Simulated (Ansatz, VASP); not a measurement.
# MgO (Periclase) in two plane-wave programs, part 2 of 3

Aim: how closely do two programs agree when they are given the same cell, functional and k mesh? The cell is taken from a series of runs on this material, whose earlier steps may have relaxed, scaled, displaced or heated it; both programs get it as it stands.

VASP 6.6.1 and Ansatz 0.2.0.

So far: Starting point; VASP: zone-centre phonons, PBEsol, pair 1.

## 3. Ansatz: zone-centre phonons, PBEsol, pair 1

Level of this step: Ansatz beside VASP: Kohn-Sham DFT, plane waves, PBEsol (Ansatz).

Ansatz runs on its PAW soft_1 files.

The same cell, functional and mesh now go to Ansatz, which takes its cutoff from its data sets.

input.yaml reads:

```yaml
crystal:
  lattice:
    - [0.0, 2.1214404624, 2.1214404624]
    - [2.1214404624, 0.0, 2.1214404624]
    - [2.1214404624, 2.1214404624, 0.0]
  atoms:
    - { symbol: O, position: [0.5, 0.5, 0.5] }
    - { symbol: Mg, position: [0.0, 0.0, 0.0] }
kpoints:
  mp_grid: { grid: [12, 12, 12] }
hamiltonian:
  xc: pbesol
  pseudopotentials: { kind: paw, azcp: { folder: soft_1 }, xc_functional: pbe }
scf:
  occupations: { method: fixed }
output:
  eigenvalues: true
phonons:
  method: dfpt
  dielectric: true
  rigid_motions: translations
```

The run is started by

```
> ansatz run input.yaml --threads 4 --pin off --max-ram 10240MiB --backend cpu --events-out ev --progress --plain --runs-dir out
```

Numbers of over 12 decimals in the logs are rounded to 6 here.

Log:

```text
Engine: ansatz 0.2.0, aarch64-unknown-linux-gnu
Pseudopotentials: kind: paw
Pseudopotential: O, paw, valence charge 6, recommended cutoff 420 eV (normal), soft_1/O.paw.azcp
Pseudopotential: Mg, paw, valence charge 10, recommended cutoff 420 eV (normal), soft_1/Mg.paw.azcp
Functional definition: PBEsol
  exchange = pbesol_x
  correlation = pbesol_c
Crystal: 2 atoms, lattice volume = 19.095 Å³
Basis set: ecut = 420 eV, 339 PW (Γ), exchange–correlation on 48×48×48 points (8 copies of the dense FFT grid, shifted against one another)
Bands: 12, of which v1, the nominal top of the filled ones, is band 8 counted from 1 (7 counted from 0)
Symmetry: 48 space group operations
k-points: 163 of 1728 (irreducible under 8 space group operations, time reversal used)
Non-local potential: O, projectors of the file, l = 0: 2, l = 1: 2, l = 2: 1
Non-local potential: Mg, projectors of the file, l = 0: 3, l = 1: 2, l = 2: 1
PAW form: soft (Blöchl's): semilocal exchange-correlation on the pseudo side does not see the compensation charge
PAW frozen core: O, regenerated for the run's functional, and the local potential with it (the file was generated under x = pbe(κ = 0.804, μ = 0.219515), c = pbe(β = 0.066725))
PAW frozen core: Mg, regenerated for the run's functional, and the local potential with it (the file was generated under x = pbe(κ = 0.804, μ = 0.219515), c = pbe(β = 0.066725))
PAW one-centre angular grid: O, 110 points (default); XC on 64 Gauss nodes
PAW one-centre angular grid: Mg, 110 points (default); XC on 64 Gauss nodes
Initial density: superposition of atomic densities (chi_scale 0.1, normalization cell, long waves kept (reshape's long-wave potential 0.00 eV rms))
Initial wavefunctions: pseudopotential atomic-orbital guess
Functional: x = pbesol(κ = 0.804, μ = 0.123457), c = pbesol(β = 0.046)
SCF iter   1: F=—  HF=-2475.879802 eV  |F-HF|=—  |Δ(HF+E_count)|=         —  Δρ=7.15e-2  dr2=4.85e-1  ethr=3.10e-3  ⟨swp⟩=4.4  Hψ=10550  notcnv=0  defer=185
preconditioner: auto → none  [insulator: Δε(μ)=4.056 eV  Ē_g=17.915 eV  n_scr=8 (ndim 8)  ℏωp=24.0 eV  f_vac=0.000  ε∞_Penn≈2.8]
SCF iter   2: F=—  HF=-2475.834932 eV  |F-HF|=—  |Δ(HF+E_count)|=   4.49e-2  Δρ=2.71e-2  dr2=9.08e-2  ethr=3.03e-3  ⟨swp⟩=2.8  Hψ=4076  notcnv=0  defer=258
SCF iter   3: F=—  HF=-2475.874970 eV  |F-HF|=—  |Δ(HF+E_count)|=   4.00e-2  Δρ=1.63e-2  dr2=2.87e-2  ethr=5.67e-4  ⟨swp⟩=2.1  Hψ=2989  notcnv=0  defer=311
SCF iter   4: F=—  HF=-2475.870038 eV  |F-HF|=—  |Δ(HF+E_count)|=   4.93e-3  Δρ=2.79e-3  dr2=1.24e-3  ethr=1.79e-4  ⟨swp⟩=2.0  Hψ=2799  notcnv=0  defer=324
SCF iter   5: F=—  HF=-2475.870605 eV  |F-HF|=—  |Δ(HF+E_count)|=   5.67e-4  Δρ=3.79e-4  dr2=1.82e-5  ethr=7.74e-6  ⟨swp⟩=2.2  Hψ=3567  notcnv=0  defer=324
SCF iter   6: F=—  HF=-2475.870626 eV  |F-HF|=—  |Δ(HF+E_count)|=   2.15e-5  Δρ=5.30e-5  dr2=1.60e-7  ethr=1.14e-7  ⟨swp⟩=2.0  Hψ=2629  notcnv=0  defer=15
SCF iter   7: F=—  HF=-2475.870626 eV  |F-HF|=—  |Δ(HF+E_count)|=   1.64e-7  Δρ=5.04e-6  dr2=1.98e-9  ethr=1.00e-9  ⟨swp⟩=2.0  Hψ=3086  notcnv=0
SCF iter   8: F=-2475.870626 eV  HF=-2475.870626 eV  |F-HF|=1.68e-11  |Δ(HF+E_count)|=  8.54e-10  Δρ=4.95e-7  dr2=1.95e-11  ethr=1.00e-12  ⟨swp⟩=7.3  Hψ=10909  notcnv=0
SCF 1 converged in 8 iterations: F = -2475.870626 eV  dr2 = 1.95e-11
  greatest PAW one-centre occupation: 1.000 electrons in one spin orbital (limit 2), on the Mg atom at site 1 (counted from 0), in its partial waves of l = 0
NSCF: frozen V_eff on 1 k-points
DFPT response loops at Γ: preconditioner auto → none (the input reference at scf.mixing.eps_inf says where Resta's filter doesn't serve); β = 0.50; Broyden in place of MSR1
SCF converged after 8 iterations
Free energy (F): -2475.870626 eV
Harris-Foulkes:  -2475.870626 eV  (|F-HF|=1.68e-11)
Internal energy: -2475.870626 eV  (E = F + TS)
E sigma→0 (E₀):  -2475.870626 eV
Fermi energy:    7.667748 eV
--- Per-component energies (eV) ---
  E_band       = -297.772171
  E_kinetic    = 242.117269
  E_local      = -1705.236673  (includes V_loc(G=0)·N_el)
  E_nonlocal   = 247.603223
  E_hartree    = 565.041964
  E_xc         = -99.166352
  E_vxc        = -127.726249  (∫ρ·V_xc dr)
  E_paw        = -446.323642  (= ΣΔE_a)
  E_vpaw       = -84.614333  (= ΣTr[D̂ρ^β])
  E_aug_tail   = 0.000580  (compensation charges beyond the density's cutoff)
  E_ewald      = -1280.001146
  E_core_change = 0.094150  (= ΣΔE_core)
  E_smearing   = -0.000000  (= −TS)
  E_closure    = -0.000000  (closes the sum)
  Σ components = -2475.870626   (vs F -2475.870626, Δ=0.00e0)
--- Band table (eV; the first three rows and the last of 163) ---
  k-point 0: bands = [... 4 lower, -9.4118, 7.6677, 7.6677, 7.6677, 12.1003, 23.1971, 23.1971, 23.1971]
  k-point 1: bands = [... 4 lower, -9.3370, 7.1912, 7.6215, 7.6215, 12.5622, 22.2239, 23.3607, 23.3607]
  k-point 2: bands = [... 4 lower, -9.1257, 6.1559, 7.4988, 7.4988, 13.5302, 20.8488, 23.7440, 23.7440]
  k-point 162: bands = [... 4 lower, -7.8398, 4.7563, 4.7563, 5.9199, 19.0238, 19.0238, 19.4829, 22.7890]
--- Phonons (Γ-DFPT): 2 representative perturbations + reference, on 163 of 1728 k-points (Σ response iterations 7) ---
  k mesh reduced under 8 symmetry operations, with k and −k counted as one. Each operation leaves every solved perturbation unchanged. A smaller set is not considered because the run solves the response to a homogeneous field
  ASR residual: 3.425e-4 → 0.000e0 eV/Å²; symmetrization residual: 1.827e-6 eV/Å²
  ASR residual per site (eV/Å²): 6.79e-5 3.43e-4
  Γ frequencies (cm⁻¹): 0.00 0.00 0.00 368.86 368.86 368.86
  ε∞ (high-frequency dielectric tensor):
        3.269912    -0.000000     0.000000
        0.000000     3.269912    -0.000000
        0.000000     0.000000     3.269912
  ε⁰ (static dielectric tensor: ions relaxed, cell fixed):
       11.036238     0.000000    -0.000000
        0.000000    11.036238    -0.000000
       -0.000000    -0.000000    11.036238
  ε⁰ − ε∞ (ionic part):
        7.766326     0.000000    -0.000000
        0.000000     7.766326    -0.000000
       -0.000000    -0.000000     7.766326
  softest optical mode at Γ: 368.86 cm⁻¹; the repairs (sum rule, projections) moved no ω² at Γ by more than (2.00 cm⁻¹)²
  Born effective charges Z* (e; rows j = field, columns β = displacement):
    site 0:
        -1.98900   -0.00000    0.00000
        -0.00000   -1.98900    0.00000
         0.00000    0.00000   -1.98900
    site 1:
         1.98900    0.00000   -0.00000
         0.00000    1.98900    0.00000
         0.00000   -0.00000    1.98900
  Z* charge neutrality: 7.437e-6 e pre-enforcement
  k-mesh period / interband length: 36.0 Å / 1.51 Å = 23.77 at k = (0.0000, 0.0000, 0.0000), direct gap 4.433 eV — 14 or more, which is no proof of convergence
  optical modes at Γ without the LO–TO term, one row a degenerate level:
      ω (cm⁻¹)  modes    IR ((D/Å)²/amu)
        368.86      3            28.3801
  optical modes at Γ + LO–TO along q̂ = [1.0000, 0.0000, 0.0000]:
      ω (cm⁻¹)  modes    IR ((D/Å)²/amu)
        368.86      2            18.9200
        677.64      1             9.4600
  optical modes at Γ + LO–TO along q̂ = [0.0000, 1.0000, 0.0000]:
      ω (cm⁻¹)  modes    IR ((D/Å)²/amu)
        368.86      2            18.9200
        677.64      1             9.4600
  optical modes at Γ + LO–TO along q̂ = [0.0000, 0.0000, 1.0000]:
      ω (cm⁻¹)  modes    IR ((D/Å)²/amu)
        368.86      2            18.9200
        677.64      1             9.4600
```

## 4. Differences

Known differences besides the potentials themselves: fixed occupations in Ansatz, narrow Gaussian smearing in VASP; the data sets hold 16 valence electrons in Ansatz (on its PAW soft_1 files) and 8 in VASP; the cutoff is 420 eV in Ansatz and 600 eV in VASP; Ansatz makes its cores anew for this functional, VASP keeps those of its PBE data sets. Total energies have different zeros and are not compared.

The two programs side by side:

| quantity | Ansatz | VASP | difference |
| --- | --- | --- | --- |
| ε∞ xx | 3.27 | 3.19 | +2.36 % |
| ε∞ yy | 3.27 | 3.19 | +2.36 % |
| ε∞ zz | 3.27 | 3.19 | +2.36 % |
| Born charge of O1 (mean of the diagonal) (e) | -1.99 | -1.98 | -0.01 |
| Born charge of Mg2 (mean of the diagonal) (e) | 1.99 | 1.98 | +0.01 |
| optical mode 1 to 3 (cm⁻¹) | 368.9 | 370.8 | -0.52 % |

Modes are paired by rising frequency, not by their patterns, so a pair may set unlike modes beside each other; they are those without the splitting of longitudinal modes.

## 5. VASP: zone-centre phonons, PBEsol, pair 2

Second derivatives magnify differences that forces hide, and they need a tight electronic threshold. The cell compared in this pair holds 19.47 Å³, against 19.10 Å³ for the pair before.

INCAR reads:

```
SYSTEM = MgO
PREC = Accurate
ENCUT = 600
EDIFF = 1E-08
NELM = 120
ISMEAR = 0
SIGMA = 0.01
LREAL = .FALSE.
ALGO = Normal
GGA = PS
NBANDS = 10
LORBIT = 11
LWAVE = .FALSE.
LCHARG = .FALSE.
ISIF = 2
IBRION = 8
LEPSILON = .TRUE.
LASPH = .TRUE.
GGA_COMPAT = .FALSE.
EFERMI = MIDGAP
KPAR = 2
```

POSCAR reads:

```
MgO
1.0
    0.0000000000      2.1352164358      2.1352164358
    2.1352164358      0.0000000000      2.1352164358
    2.1352164358      2.1352164358      0.0000000000
O Mg
1 1
Direct
    0.5000000000      0.5000000000      0.5000000000
    0.0000000000      0.0000000000      0.0000000000
```

KPOINTS reads:

```
Automatic mesh
0
Gamma
12 12 12
0 0 0
```

Potentials, in the order of the species: O and Mg (PBE family, release 64).

The run is started by

```
> mpirun -np 2 vasp_std
```

Log:

```text
[banner, memory and clock lines left out]
running    2 mpi-ranks, on    1 nodes
[...]
[... a notice as in an earlier step ...]

 LDA part: xc-table for (Slater+PW92), standard interpolation
 POSCAR, INCAR and KPOINTS ok, starting setup
[...]
entering main loop
       N       E                     dE             d eps       ncg     rms          rms(c)
DAV:   1     0.187020631103E+02    0.18702E+02   -0.50874E+03  1584   0.805E+02
DAV:   2    -0.130693844951E+02   -0.31771E+02   -0.30296E+02  1610   0.150E+02
DAV:   3    -0.138752785300E+02   -0.80589E+00   -0.80510E+00  1732   0.224E+01
DAV:   4    -0.138774946167E+02   -0.22161E-02   -0.22160E-02  1582   0.127E+00
[...]
DAV:  12    -0.124994791107E+02    0.18091E-06   -0.10130E-07  1592   0.362E-03    0.513E-04
DAV:  13    -0.124994790761E+02    0.34591E-07   -0.14552E-08   936   0.936E-04    0.519E-05
DAV:  14    -0.124994790741E+02    0.20332E-08   -0.20563E-10   796   0.142E-04
   1 F= -.12499479E+02 E0= -.12499479E+02  d E =0.000000E+00
[...]
force on displaced ion       1 direction 1 :  -4.402   0.000   0.000
 Born effective charge ion    1 direction 1 :  -1.983   0.000   0.000
 Linear response progress:
  Degree of freedom:   2/  2
       N       E                     dE             d eps       ncg     rms          rms(c)
RMM:   1    -0.186657770115E-02   -0.18666E-02   -0.14223E-04  6678   0.504E-01
RMM:   2    -0.181329643244E-02    0.53281E-04   -0.16108E-04  4947   0.847E-02    0.318E-02
RMM:   3    -0.179250063849E-02    0.20796E-04   -0.14128E-05  5196   0.267E-02    0.169E-02
RMM:   4    -0.179428241763E-02   -0.17818E-05   -0.12655E-05  5186   0.250E-02    0.322E-03
RMM:   5    -0.179530834108E-02   -0.10259E-05   -0.22440E-07  5224   0.386E-03    0.360E-04
RMM:   6    -0.179540119233E-02   -0.92851E-07   -0.19527E-09  5274   0.373E-04    0.155E-04
RMM:   7    -0.179536878555E-02    0.32407E-07   -0.57795E-10  5320   0.225E-04    0.207E-05
RMM:   8    -0.179539743040E-02   -0.28645E-07    0.23309E-12  5410   0.154E-05    0.351E-06
RMM:   9    -0.179539745725E-02   -0.26851E-10    0.62790E-12  4892   0.447E-06    0.585E-07
 first order change of Fermi-energy   0.56138E-04
 force on displaced ion       2 direction 1 :  -4.397   0.000   0.000
 Born effective charge ion    2 direction 1 :   1.983   0.000   0.000
 Born effective charges drift removed
 Linear response finished
```

OUTCAR, selected parts (step 5):

```text
  Total       -0.7922171     -0.7922171     -0.7922171      0.0000000     -0.0000000      0.0000000
  in kB      -65.1927172    -65.1927172    -65.1927172      0.0000000     -0.0000000      0.0000000
  external PRESSURE =     -65.1927172 kB  Pullay stress =       0.0000000 kB

 POSITION                                       TOTAL-FORCE (eV/Angst)
 -----------------------------------------------------------------------------------
      2.13522      2.13522      2.13522         0.000000      0.000000      0.000000
      0.00000      0.00000      0.00000         0.000000      0.000000      0.000000
 -----------------------------------------------------------------------------------
    total drift:                               -0.000000     -0.000000      0.000000

 MACROSCOPIC STATIC DIELECTRIC TENSOR (including local field effects in DFT)
 ------------------------------------------------------
           3.221749    -0.000000     0.000000
          -0.000000     3.221749     0.000000
          -0.000000    -0.000000     3.221749
 ------------------------------------------------------

 MACROSCOPIC STATIC DIELECTRIC TENSOR IONIC CONTRIBUTION
 ------------------------------------------------------
           8.310383     0.000000     0.000000
           0.000000     8.310383     0.000000
           0.000000     0.000000     8.310383
 ------------------------------------------------------

[... 1 part as in an earlier step ...]

[... 1 further part left out ...]
```

## 6. Ansatz: zone-centre phonons, PBEsol, pair 2

The same cell, functional and mesh now go to Ansatz, which takes its cutoff from its data sets.

The cell is taken from a series of runs on this material, whose earlier steps may have relaxed, scaled, displaced or heated it; both programs get it as it stands.

input.yaml, the sections that differ from step 3:

```yaml
crystal:
  lattice:
    - [0.0, 2.1352164358, 2.1352164358]
    - [2.1352164358, 0.0, 2.1352164358]
    - [2.1352164358, 2.1352164358, 0.0]
  atoms:
    - { symbol: O, position: [0.5, 0.5, 0.5] }
    - { symbol: Mg, position: [0.0, 0.0, 0.0] }
# kpoints, hamiltonian, scf, output, phonons: as in step 3
```

The run is started by

```
> ansatz run input.yaml --threads 4 --pin off --max-ram 10240MiB --backend cpu --events-out ev --progress --plain --runs-dir out
```

Log:

```text
[...]
Crystal: 2 atoms, lattice volume = 19.470 Å³
Basis set: ecut = 420 eV, 339 PW (Γ), exchange–correlation on 48×48×48 points (8 copies of the dense FFT grid, shifted against one another)
Bands: 12, of which v1, the nominal top of the filled ones, is band 8 counted from 1 (7 counted from 0)
Symmetry: 48 space group operations
k-points: 163 of 1728 (irreducible under 8 space group operations, time reversal used)
[...]
optical modes at Γ + LO–TO along q̂ = [1.0000, 0.0000, 0.0000]:
      ω (cm⁻¹)  modes    IR ((D/Å)²/amu)
[...]
optical modes at Γ + LO–TO along q̂ = [0.0000, 1.0000, 0.0000]:
      ω (cm⁻¹)  modes    IR ((D/Å)²/amu)
        351.00      2            19.0807
        663.56      1             9.5403
  optical modes at Γ + LO–TO along q̂ = [0.0000, 0.0000, 1.0000]:
      ω (cm⁻¹)  modes    IR ((D/Å)²/amu)
        351.00      2            19.0807
        663.56      1             9.5403
[key lines of the parts left out:]
SCF converged after 8 iterations
Free energy (F): -2475.860462 eV
Fermi energy:    7.436399 eV
```

## 7. Comparison

What differs besides the data sets and the points named for the pairs above, as far as they apply: the data sets hold 16 valence electrons in Ansatz (on its PAW soft_1 files) and 8 in VASP. Total energies have different zeros and are not compared.

Both answers:

| quantity | Ansatz | VASP | difference |
| --- | --- | --- | --- |
| ε∞ xx | 3.30 | 3.22 | +2.30 % |
| ε∞ yy | 3.30 | 3.22 | +2.30 % |
| ε∞ zz | 3.30 | 3.22 | +2.30 % |
| Born charge of O1 (mean of the diagonal) (e) | -2.00 | -1.98 | -0.01 |
| Born charge of Mg2 (mean of the diagonal) (e) | 2.00 | 1.98 | +0.01 |
| optical mode 1 to 3 (cm⁻¹) | 351.0 | 352.1 | -0.32 % |

Modes are paired by rising frequency, not by their patterns, so a pair may set unlike modes beside each other; they are those without the splitting of longitudinal modes.

(Part 2 of 3 ends here.)

[Lines on the potential files, build, host, timing and source positions are cut from VASP's logs without a mark.]

[Logs are printed without paths, hosts, clocks, repeated set-up lines and the standing remarks that a program may print on its own settings, such as how far it seeks lower states.]

[Hosts, paths, dates, database ids (printed as entryN), source tags and the programs' standing remarks are cut or masked in the printed files.]
